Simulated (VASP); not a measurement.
Be3CdO4, 8 atoms in the cell. Symmetry: I-42m, No. 121, tetragonal system. The conventional cell has a = 4.280 Å, b = 4.280 Å, c = 8.560 Å, α = 90.00°, β = 90.00°, γ = 90.00°. Be (site symmetry -4) has 4 O at 1.79 Å as nearest neighbours. Around Be (site symmetry -42m) lie 4 O at 1.79 Å. Cd (site symmetry -42m) is surrounded by 4 O at 2.08 Å. Around O (site symmetry m) lie 3 Be at 1.79 Å. The cell was built by a generator and needn't be a form met in nature.

| Item | Value |
| --- | --- |
| Program | VASP 6.6.1 |
| Task | relaxation of cell and atoms |
| Functional | PBE |
| Potentials or basis | VASP PAW PBE potentials, release 64 (Be, Cd, O) |
| Cutoff | 520 eV |
| k mesh | 5 × 5 × 5 |
| Occupations | gaussian, width 0.15 eV |
| Spin | no spin polarisation |
| Further INCAR settings | PREC = Normal; ALGO = Fast; EDIFF = 0.0001; IBRION = 2; EDIFFG = -0.08; NSW = 24; ISIF = 3 |

Potentials or basis: VASP PAW PBE potentials, release 64 (Be, Cd, O).

Run with:

```sh
$ cat potpaw_PBE.64/Be/POTCAR potpaw_PBE.64/Cd/POTCAR potpaw_PBE.64/O/POTCAR > POTCAR
$ mpirun -np 4 vasp_std > vasp.out
```

Hardware: 4 MPI ranks on AMD EPYC 9R45 (Zen 5) (shared host).

Task: How long does it take, and how much memory?

Result: Run time: 26 s on 4 MPI ranks on AMD EPYC 9R45 (Zen 5) (shared host), peak memory 0.17 GiB a rank. Counts: scf iterations 55, k points 18, ion steps 8.
